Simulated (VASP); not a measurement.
Fe:

```
Fe
1.0
    -1.44300    1.44300    1.44300
     1.44300   -1.44300    1.44300
     1.44300    1.44300   -1.44300
Fe
1
Direct
  0.00000 0.00000 0.00000
```

- Program: VASP 6.6.1
- Task: relaxation of cell and atoms
- Functional: LDA
- Potentials or basis: VASP PAW LDA potentials, release 64 (Fe)
- Cutoff: 600 eV
- k mesh: 18 × 18 × 18
- Occupations: methfessel-paxton, width 0.1 eV
- Spin: collinear spin, ferromagnetic start
- Starting moments: [4.0] μB

At the start: pressure -26.6 GPa; volume 12.02 Å³/atom.

Problem. How do energy, volume and symmetry change on relaxing?

Solution. Over 7 steps the energy falls by 155.6 meV/atom and the volume is 10.36 Å³/atom (-13.8 %); space group Im-3m (No. 229, to 0.05 Å); moment 1.95 μB per cell.

Step by step:
```tsv
step	energy change (eV)	largest force (eV/Å)	pressure (GPa)	volume (Å³)
1	0.0000	0.0000	-26.56	12.02
2	0.0693	0.0000	56.51	8.88
3	-0.1554	0.0000	-1.35	10.41
4	-0.1556	0.0000	-0.48	10.37
5	-0.1556	0.0000	0.32	10.34
6	-0.1556	0.0000	-0.17	10.37
7	-0.1556	0.0000	-0.05	10.36
```

Final structure:
```
CELL_PARAMETERS angstrom
-1.37319 1.37319 1.37319
1.37319 -1.37319 1.37319
1.37319 1.37319 -1.37319
ATOMIC_POSITIONS crystal
Fe 0.00000 0.00000 0.00000
```

Caveat: the volume moved by -14 % from the deposited cell, more than functionals usually miss.
